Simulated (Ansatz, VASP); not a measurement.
**CdS (Hawleyite): VASP beside Ansatz**

Wanted: the spread between two codes on one cell, functional and k mesh. The cell is taken from a series of runs on this material, whose earlier steps may have relaxed, scaled, displaced or heated it; both programs get it as it stands.

Program: Ansatz 0.2.0. Level of theory: plane waves, with VASP 6.6.1 beside it; zone-centre phonons at LDA. Results are calculated unless marked as measured.

### Step 1. Set-up

Symmetry: F-43m, No. 216, cubic system. The conventional cell has a = 5.757 Å, b = 5.757 Å, c = 5.757 Å, α = 90.00°, β = 90.00°, γ = 90.00°. Nearest to Cd lie 4 S at 2.49 Å. Nearest to S lie 4 Cd at 2.49 Å. Farther neighbours and most contacts between anions are not listed.

### Step 2. VASP: zone-centre phonons, LDA, pair 1

Second derivatives magnify differences that forces hide, and they need a tight electronic threshold.

Lines of VASP's logs that name or quote its potential files are left out, and so is its time.

The input, INCAR:

```
SYSTEM = CdS
PREC = Accurate
ENCUT = 500
EDIFF = 1E-08
NELM = 120
ISMEAR = 0
SIGMA = 0.01
LREAL = .FALSE.
ALGO = Normal
GGA = CA
NBANDS = 15
LORBIT = 11
LWAVE = .FALSE.
LCHARG = .FALSE.
ISIF = 2
IBRION = 8
LEPSILON = .TRUE.
LASPH = .TRUE.
GGA_COMPAT = .FALSE.
EFERMI = MIDGAP
KPAR = 2
```

The input, POSCAR:

```
CdS
1.0
    0.0000000000      2.8784341488      2.8784341488
    2.8784341488      0.0000000000      2.8784341488
    2.8784341488      2.8784341488      0.0000000000
Cd S
1 1
Direct
    0.0000000000      0.0000000000      0.0000000000
    0.2500000000      0.2500000000      0.2500000000
```

The input, KPOINTS:

```
Automatic mesh
0
Gamma
12 12 12
0 0 0
```

The projector-augmented-wave data sets are Cd and S (LDA family, release 64).

Run with:

```bash
> mpirun -np 2 vasp_std
```

Numbers of over 12 decimals in the logs are rounded to 6 here.

The log of the run:

```text
[banner, memory and clock lines left out]
running    2 mpi-ranks, on    1 nodes
 distrk:  each k-point on    1 cores,    2 groups
 distr:  one band on    1 cores,    1 groups

 POSCAR found type information on POSCAR CdS
 POSCAR found :  2 types and       2 ions
 LDA part: xc-table for (Slater(with rela. corr.)+CA(PZ))
 , standard interpolation
 POSCAR, INCAR and KPOINTS ok, starting setup
 FFT: planning ... GRIDC
 FFT: planning ... GRID_SOFT
 FFT: planning ... GRID
 WAVECAR not read
 entering main loop
       N       E                     dE             d eps       ncg     rms          rms(c)
DAV:   1     0.109817323556E+03    0.10982E+03   -0.90096E+03  2184   0.107E+03
DAV:   2    -0.363567190559E+01   -0.11345E+03   -0.10718E+03  2566   0.269E+02
DAV:   3    -0.789455041184E+01   -0.42589E+01   -0.42498E+01  2643   0.548E+01
DAV:   4    -0.792131675592E+01   -0.26766E-01   -0.26763E-01  2713   0.429E+00
DAV:   5    -0.792167951666E+01   -0.36276E-03   -0.36276E-03  2734   0.473E-01    0.883E+00
DAV:   6    -0.743878354630E+01    0.48290E+00   -0.80995E-01  3238   0.128E+01    0.688E+00
DAV:   7    -0.741247937281E+01    0.26304E-01   -0.17296E-01  2769   0.315E+00    0.317E+00
DAV:   8    -0.740756239269E+01    0.49170E-02   -0.19096E-02  2384   0.185E+00    0.264E-01
DAV:   9    -0.740709741847E+01    0.46497E-03   -0.23564E-03  2825   0.805E-01    0.500E-02
DAV:  10    -0.740708113341E+01    0.16285E-04   -0.20275E-04  2629   0.189E-01    0.546E-02
DAV:  11    -0.740709119046E+01   -0.10057E-04   -0.39395E-05  2622   0.645E-02    0.170E-02
DAV:  12    -0.740708725436E+01    0.39361E-05   -0.17458E-05  3277   0.578E-02    0.647E-03
DAV:  13    -0.740708728941E+01   -0.35046E-07   -0.12084E-06  2496   0.964E-03    0.190E-03
DAV:  14    -0.740708729477E+01   -0.53656E-08   -0.38036E-08  2839   0.162E-03
   1 F= -.74070873E+01 E0= -.74070873E+01  d E =0.000000E+00
 Linear response reoptimize wavefunctions to high precision
DAV:   1    -0.740708729514E+01   -0.36380E-09   -0.27065E-09  2107   0.650E-04
DAV:   2    -0.740708729520E+01   -0.59117E-10   -0.57780E-10  1437   0.226E-04
 Linear response G [H, r] |phi>, progress :
  Direction:   1
       N       E                     dE             d eps       ncg     rms
RMM:   1    -0.840631483160E+02   -0.84063E+02   -0.56161E+00  4127   0.703E+01
RMM:   2    -0.787060986437E+02    0.53570E+01   -0.71984E+00  3550   0.189E+01
RMM:   3    -0.787699655055E+02   -0.63867E-01   -0.16836E-01  3676   0.267E+00
RMM:   4    -0.787714618563E+02   -0.14964E-02   -0.27588E-03  3828   0.346E-01
RMM:   5    -0.787715383107E+02   -0.76454E-04   -0.21614E-05  3910   0.541E-02
RMM:   6    -0.787715451172E+02   -0.68066E-05    0.54226E-06  3939   0.876E-03
RMM:   7    -0.787715458646E+02   -0.74743E-06    0.20279E-06  4004   0.168E-03
RMM:   8    -0.787715460692E+02   -0.20451E-06   -0.49766E-06  3253   0.476E-04
RMM:   9    -0.787715452537E+02    0.81546E-06    0.26469E-05  2935   0.286E-04
RMM:  10    -0.787715453816E+02   -0.12786E-06    0.59487E-06  2475   0.254E-04
RMM:  11    -0.787715457107E+02   -0.32912E-06    0.23254E-05  2410   0.256E-04
RMM:  12    -0.787715458163E+02   -0.10561E-06   -0.14813E-05  2228   0.252E-04
RMM:  13    -0.787715462226E+02   -0.40630E-06    0.29286E-05  2141   0.257E-04
 Linear response G [H, r] |phi>, progress :
  Direction:   2
       N       E                     dE             d eps       ncg     rms
RMM:   1    -0.850362373563E+02   -0.85036E+02   -0.32727E+01  4213   0.693E+01
RMM:   2    -0.805194938612E+02    0.45167E+01   -0.65229E+00  3467   0.184E+01
RMM:   3    -0.805797221168E+02   -0.60228E-01   -0.14684E-01  3653   0.262E+00
RMM:   4    -0.805811595265E+02   -0.14374E-02   -0.25029E-03  3832   0.338E-01
RMM:   5    -0.805812305557E+02   -0.71029E-04   -0.21607E-05  3888   0.535E-02
RMM:   6    -0.805812369529E+02   -0.63972E-05    0.77223E-06  3917   0.872E-03
RMM:   7    -0.805812376379E+02   -0.68500E-06    0.14463E-05  3968   0.170E-03
RMM:   8    -0.805812377651E+02   -0.12723E-06    0.88981E-06  3227   0.508E-04
RMM:   9    -0.805812378259E+02   -0.60779E-07   -0.22237E-05  2873   0.317E-04
RMM:  10    -0.805812381128E+02   -0.28690E-06   -0.33265E-05  2422   0.281E-04
RMM:  11    -0.805812379439E+02    0.16885E-06   -0.47386E-05  2339   0.283E-04
RMM:  12    -0.805812380973E+02   -0.15340E-06   -0.11062E-05  2152   0.280E-04
RMM:  13    -0.805812377896E+02    0.30769E-06   -0.19080E-05  2034   0.279E-04
 Linear response G [H, r] |phi>, progress :
  Direction:   3
       N       E                     dE             d eps       ncg     rms
RMM:   1    -0.717119606121E+02   -0.71712E+02    0.12445E+02  4025   0.726E+01
RMM:   2    -0.702717070378E+02    0.14403E+01   -0.73668E+00  3603   0.185E+01
RMM:   3    -0.703216411768E+02   -0.49934E-01   -0.20997E-01  3594   0.270E+00
RMM:   4    -0.703219519553E+02   -0.31078E-03   -0.41164E-03  3764   0.375E-01
RMM:   5    -0.703219847613E+02   -0.32806E-04   -0.12262E-04  3849   0.592E-02
[...]
RMM:  10    -0.703219854779E+02   -0.75804E-07    0.25007E-07  2399   0.922E-05
RMM:  11    -0.703219854585E+02    0.19467E-07    0.87618E-07  2277   0.900E-05
RMM:  12    -0.703219854280E+02    0.30446E-07    0.29970E-06  2125   0.898E-05
RMM:  13    -0.703219854571E+02   -0.29113E-07    0.17535E-06  1960   0.899E-05
[...]
RMM:   6    -0.783655232813E+00   -0.12609E-02   -0.51546E-05 13888   0.431E-02    0.145E-02
RMM:   7    -0.783786641425E+00   -0.13141E-03   -0.62710E-06 14146   0.121E-02    0.257E-03
RMM:   8    -0.783833868958E+00   -0.47228E-04   -0.11556E-06 13711   0.354E-03    0.119E-03
RMM:   9    -0.783836348749E+00   -0.24798E-05    0.60643E-08 14743   0.740E-04    0.539E-04
RMM:  10    -0.783838995039E+00   -0.26463E-05    0.51709E-07 14354   0.332E-04    0.666E-05
RMM:  11    -0.783839462043E+00   -0.46700E-06    0.81630E-08  9508   0.573E-05    0.231E-05
RMM:  12    -0.783839514154E+00   -0.52111E-07   -0.82710E-09  7149   0.505E-05    0.572E-06
 change of polarisation eV/A/(eV/A) component  1 :     1.494     0.280     0.152
 dielectric tensor                  component  1 :     6.667     1.064     0.577
 Linear response to external field, progress :
  Direction:   2
       N       E                     dE             d eps       ncg     rms          rms(c)
RMM:   1    -0.749427941094E+00   -0.74943E+00   -0.35563E+00 17193   0.320E+00
RMM:   2    -0.806237892243E+00   -0.56810E-01   -0.13740E-02 13858   0.623E-01    0.158E+00
RMM:   3    -0.765438942056E+00    0.40799E-01   -0.32384E-02 13444   0.873E-01    0.828E-01
RMM:   5    -0.782394536576E+00   -0.92645E-02   -0.93210E-04 13637   0.182E-01    0.452E-02
RMM:   6    -0.783654679149E+00   -0.12601E-02   -0.50577E-05 13886   0.431E-02    0.145E-02
RMM:   7    -0.783786307259E+00   -0.13163E-03   -0.63509E-06 14142   0.122E-02    0.258E-03
RMM:   8    -0.783833554846E+00   -0.47248E-04   -0.13718E-06 13720   0.355E-03    0.119E-03
RMM:   9    -0.783836040375E+00   -0.24855E-05   -0.59754E-07 14702   0.740E-04    0.538E-04
RMM:  10    -0.783838686806E+00   -0.26464E-05   -0.61089E-07 14348   0.331E-04    0.672E-05
RMM:  11    -0.783839156146E+00   -0.46934E-06   -0.45215E-07  9499   0.572E-05    0.230E-05
RMM:  12    -0.783839208620E+00   -0.52475E-07   -0.13981E-08  7109   0.502E-05    0.564E-06
 change of polarisation eV/A/(eV/A) component  2 :     0.247     1.494     0.117
 dielectric tensor                  component  2 :     0.937     6.667     0.442
 Linear response to external field, progress :
  Direction:   3
       N       E                     dE             d eps       ncg     rms          rms(c)
RMM:   1    -0.752066108466E+00   -0.75207E+00   -0.35827E+00 17189   0.320E+00
RMM:   2    -0.806243934670E+00   -0.54178E-01   -0.13714E-02 13856   0.623E-01    0.158E+00
RMM:   3    -0.765439426678E+00    0.40805E-01   -0.32359E-02 13438   0.873E-01    0.828E-01
RMM:   4    -0.773131530684E+00   -0.76921E-02   -0.22442E-02 13845   0.758E-01    0.208E-01
RMM:   5    -0.782393927727E+00   -0.92624E-02   -0.93227E-04 13636   0.182E-01    0.452E-02
RMM:   6    -0.783654914410E+00   -0.12610E-02   -0.51010E-05 13883   0.431E-02    0.145E-02
RMM:   7    -0.783786274764E+00   -0.13136E-03   -0.62788E-06 14139   0.122E-02    0.258E-03
RMM:   8    -0.783833521872E+00   -0.47247E-04   -0.12429E-06 13691   0.355E-03    0.119E-03
RMM:   9    -0.783836005768E+00   -0.24839E-05   -0.65660E-08 14738   0.740E-04    0.538E-04
RMM:  10    -0.783838657358E+00   -0.26516E-05    0.20593E-07 14368   0.331E-04    0.670E-05
RMM:  11    -0.783839125916E+00   -0.46856E-06    0.13181E-07  9502   0.571E-05    0.230E-05
RMM:  12    -0.783839177190E+00   -0.51274E-07   -0.10473E-08  7066   0.502E-05    0.566E-06
 change of polarisation eV/A/(eV/A) component  3 :     0.198     0.235     1.494
 dielectric tensor                  component  3 :     0.752     0.890     6.667
 Linear response DOF=           2
 Linear response progress:
  Degree of freedom:   1/  2
       N       E                     dE             d eps       ncg     rms          rms(c)
RMM:   1    -0.431401414760E+00   -0.43140E+00   -0.21236E-01 13845   0.339E+00
RMM:   2    -0.431061833265E+00    0.33958E-03   -0.20850E-03 12658   0.366E-01    0.152E-01
RMM:   3    -0.430704105224E+00    0.35773E-03   -0.32273E-05 14506   0.448E-02    0.896E-02
RMM:   4    -0.430273568246E+00    0.43054E-03   -0.22299E-05 14172   0.335E-02    0.558E-03
RMM:   5    -0.430283658606E+00   -0.10090E-04   -0.15860E-07 15042   0.274E-03    0.233E-03
RMM:   6    -0.430304765490E+00   -0.21107E-04   -0.53491E-08 14170   0.148E-03    0.271E-04
RMM:   7    -0.430305532001E+00   -0.76651E-06   -0.59631E-10 15040   0.266E-04    0.924E-05
RMM:   8    -0.430305840257E+00   -0.30826E-06    0.15853E-10 14406   0.959E-05    0.431E-05
RMM:   9    -0.430305649312E+00    0.19095E-06    0.80311E-11 15264   0.375E-05    0.421E-06
RMM:  10    -0.430305659941E+00   -0.10629E-07    0.41624E-10 15078   0.104E-05    0.312E-06
RMM:  11    -0.430305633542E+00    0.26399E-07    0.32245E-10 13011   0.682E-06    0.232E-07
RMM:  12    -0.430305634068E+00   -0.52604E-09   -0.97022E-10  9686   0.572E-06    0.151E-07
 first order change of Fermi-energy  -0.91925E-01
 force on displaced ion       1 direction 1 :  -5.685  -0.000  -0.000
 Born effective charge ion    1 direction 1 :   2.136   0.000   0.000
 Linear response progress:
  Degree of freedom:   2/  2
       N       E                     dE             d eps       ncg     rms          rms(c)
RMM:   1    -0.106766976333E+00   -0.10677E+00    0.32778E-02 20927   0.187E+00
RMM:   2    -0.105313763429E+00    0.14532E-02   -0.25229E-03 13028   0.372E-01    0.181E-01
RMM:   3    -0.105559335234E+00   -0.24557E-03   -0.98783E-05 13461   0.648E-02    0.968E-02
RMM:   4    -0.105880603505E+00   -0.32127E-03   -0.52188E-05 13632   0.431E-02    0.148E-02
RMM:   5    -0.105860703474E+00    0.19900E-04   -0.21360E-06 13858   0.920E-03    0.626E-03
RMM:   6    -0.105857094790E+00    0.36087E-05   -0.75987E-09 14025   0.148E-03    0.399E-03
RMM:   7    -0.105863741396E+00   -0.66466E-05   -0.12956E-07 13844   0.107E-03    0.510E-04
RMM:   8    -0.105862387324E+00    0.13541E-05   -0.85177E-09 14273   0.207E-04    0.237E-04
RMM:   9    -0.105861723871E+00    0.66345E-06    0.31625E-09 13885   0.104E-04    0.257E-05
RMM:  10    -0.105861989030E+00   -0.26516E-06    0.74268E-10 14033   0.301E-05    0.121E-05
RMM:  11    -0.105861930736E+00    0.58294E-07    0.15362E-08 13802   0.998E-06    0.548E-06
RMM:  12    -0.105861928548E+00    0.21875E-08   -0.10672E-08 10851   0.320E-06    0.237E-06
 first order change of Fermi-energy   0.92148E-01
 force on displaced ion       2 direction 1 :  -5.672  -0.000  -0.000
 Born effective charge ion    2 direction 1 :  -2.140   0.000   0.000
 Born effective charges drift removed
 Linear response finished
```

Parts of OUTCAR (step 2):

```text
ion  position               nearest neighbor table
   1  0.000  0.000  0.000-   2 2.49   2 2.49   2 2.49   2 2.49
   2  0.250  0.250  0.250-   1 2.49   1 2.49   1 2.49   1 2.49

  LATTYP: Found a face centered cubic cell.
 ALAT       =     5.7568682976

 Subroutine GETGRP returns: Found 24 space group operations
 (whereof 24 operations were pure point group operations)

The static configuration has the point symmetry T_d .

 Found     72 irreducible k-points:

   k-points           NKPTS =     72   k-points in BZ     NKDIM =     72   number of bands    NBANDS=     15

   dimension x,y,z NGX =    30 NGY =   30 NGZ =   30
   dimension x,y,z NGXF=    60 NGYF=   60 NGZF=   60

   ENCUT  =  500.0 eV  36.75 Ry    6.06 a.u.   7.42  7.42  7.42*2*pi/ulx,y,z

   NELECT =      18.0000    total number of electrons

 k-points in reciprocal lattice and weights: Automatic mesh
   0.00000000  0.00000000  0.00000000       0.001
   0.08333333  0.00000000  0.00000000       0.005
   0.16666667  0.00000000  0.00000000       0.005
   0.25000000  0.00000000  0.00000000       0.005
   0.33333333  0.00000000  0.00000000       0.005
   0.41666667  0.00000000  0.00000000       0.005
   0.50000000  0.00000000  0.00000000       0.002
   0.08333333  0.08333333  0.00000000       0.003
   0.16666667  0.08333333  0.00000000       0.014
[...]
-0.33333333  0.50000000  0.16666667       0.007
  -0.25000000  0.50000000  0.25000000       0.003

 average (electrostatic) potential at core
       1 -39.8546       2 -89.5840

  Total        0.1595059      0.1595059      0.1595059      0.0000000      0.0000000      0.0000000
  in kB        5.3578231      5.3578231      5.3578231      0.0000000      0.0000000      0.0000000
  external PRESSURE =       5.3578231 kB  Pullay stress =       0.0000000 kB

  energy-cutoff  :      500.00
  volume of cell :       47.70
      direct lattice vectors                 reciprocal lattice vectors
     0.000000000  2.878434149  2.878434149    -0.173705555  0.173705555  0.173705555
     2.878434149  0.000000000  2.878434149     0.173705555 -0.173705555  0.173705555
     2.878434149  2.878434149  0.000000000     0.173705555  0.173705555 -0.173705555

 POSITION                                       TOTAL-FORCE (eV/Angst)
 -----------------------------------------------------------------------------------
      0.00000      0.00000      0.00000        -0.000000     -0.000000     -0.000000
      1.43922      1.43922      1.43922         0.000000      0.000000      0.000000
 -----------------------------------------------------------------------------------
    total drift:                               -0.000000     -0.000000     -0.000000

 MACROSCOPIC STATIC DIELECTRIC TENSOR (including local field effects in DFT)
 ------------------------------------------------------
           6.666663    -0.000000    -0.000000
          -0.000000     6.666663     0.000000
          -0.000000     0.000000     6.666663
 ------------------------------------------------------

 PIEZOELECTRIC TENSOR (including local field effects)  for field in x, y, z        (C/m^2)
          XX          YY          ZZ          XY          YZ          ZX
  --------------------------------------------------------------------------------
  x     0.00000     0.00000     0.00000     0.00000    -0.62478     0.00000
  y     0.00000     0.00000    -0.00000     0.00000     0.00000    -0.62478
  z     0.00000     0.00000     0.00000    -0.62478     0.00000     0.00000

 BORN EFFECTIVE CHARGES (including local field effects) (in |e|, cummulative output)
 ---------------------------------------------------------------------------------
 ion    1
    1     2.13788     0.00000     0.00000
    2     0.00000     2.13788     0.00000
    3     0.00000     0.00000     2.13788
 ion    2
    1    -2.13788     0.00000     0.00000
    2     0.00000    -2.13788     0.00000
    3     0.00000     0.00000    -2.13788

 Eigenvectors and eigenvalues of the dynamical matrix
 ----------------------------------------------------

   1 f  =    7.455666 THz    46.845328 2PiTHz  248.694234 cm-1    30.834141 meV
             X         Y         Z           dx          dy          dz
      0.000000  0.000000  0.000000     0.000000    0.471538    0.000000
      1.439217  1.439217  1.439217    -0.000000   -0.881846    0.000000

   2 f  =    7.455666 THz    46.845328 2PiTHz  248.694234 cm-1    30.834141 meV
             X         Y         Z           dx          dy          dz
      0.000000  0.000000  0.000000    -0.000000   -0.000000   -0.471538
      1.439217  1.439217  1.439217     0.000000    0.000000    0.881846

   3 f  =    7.455666 THz    46.845328 2PiTHz  248.694234 cm-1    30.834141 meV
             X         Y         Z           dx          dy          dz
      0.000000  0.000000  0.000000    -0.471538    0.000000    0.000000
      1.439217  1.439217  1.439217     0.881846   -0.000000    0.000000

   4 f/i=    0.003610 THz     0.022680 2PiTHz    0.120404 cm-1     0.014928 meV
             X         Y         Z           dx          dy          dz
      0.000000  0.000000  0.000000    -0.104210   -0.645955    0.591214
      1.439217  1.439217  1.439217    -0.055723   -0.345403    0.316132

   5 f/i=    0.003610 THz     0.022680 2PiTHz    0.120404 cm-1     0.014928 meV
             X         Y         Z           dx          dy          dz
      0.000000  0.000000  0.000000     0.837706    0.099861    0.256765
      1.439217  1.439217  1.439217     0.447936    0.053398    0.137297

   6 f/i=    0.003610 THz     0.022680 2PiTHz    0.120404 cm-1     0.014928 meV
             X         Y         Z           dx          dy          dz
      0.000000  0.000000  0.000000     0.255031   -0.591964   -0.601822
      1.439217  1.439217  1.439217     0.136369   -0.316533   -0.321804

 MACROSCOPIC STATIC DIELECTRIC TENSOR IONIC CONTRIBUTION
 ------------------------------------------------------
           3.053694    -0.000000    -0.000000
          -0.000000     3.053694    -0.000000
          -0.000000    -0.000000     3.053694
 ------------------------------------------------------

 ELASTIC MODULI CONTR FROM IONIC RELAXATION (kBar)
 Direction    XX          YY          ZZ          XY          YZ          ZX
 --------------------------------------------------------------------------------
 XX          -0.0000      0.0000      0.0000     -0.0000      0.0000     -0.0000
 YY           0.0000     -0.0000      0.0000     -0.0000     -0.0000     -0.0000
 ZZ           0.0000      0.0000     -0.0000      0.0000     -0.0000     -0.0000
 XY          -0.0000     -0.0000      0.0000   -334.9782      0.0000      0.0000
 YZ           0.0000     -0.0000     -0.0000      0.0000   -334.9782      0.0000
 ZX          -0.0000     -0.0000     -0.0000      0.0000      0.0000   -334.9782
 --------------------------------------------------------------------------------

 PIEZOELECTRIC TENSOR IONIC CONTR  for field in x, y, z        (C/m^2)
          XX          YY          ZZ          XY          YZ          ZX
  --------------------------------------------------------------------------------
  x    -0.00000     0.00000     0.00000    -0.00000     0.95169    -0.00000
  y     0.00000     0.00000     0.00000    -0.00000    -0.00000     0.95169
  z     0.00000     0.00000    -0.00000     0.95169    -0.00000    -0.00000
```

With a direct gap this small, the dielectric response converges slowly with the mesh, so tensor and charges are uncertain; a mesh that holds the point of the least gap tends to give too large a tensor.

(Part 1 of 2 ends here.)

[Lines on the potential files, build, host, timing and source positions are cut from VASP's logs without a mark.]

[Logs are printed without paths, hosts, clocks, repeated set-up lines and the standing remarks that a program may print on its own settings, such as how far it seeks lower states.]

[Hosts, paths, dates, database ids (printed as entryN), source tags and the programs' standing remarks are cut or masked in the printed files.]
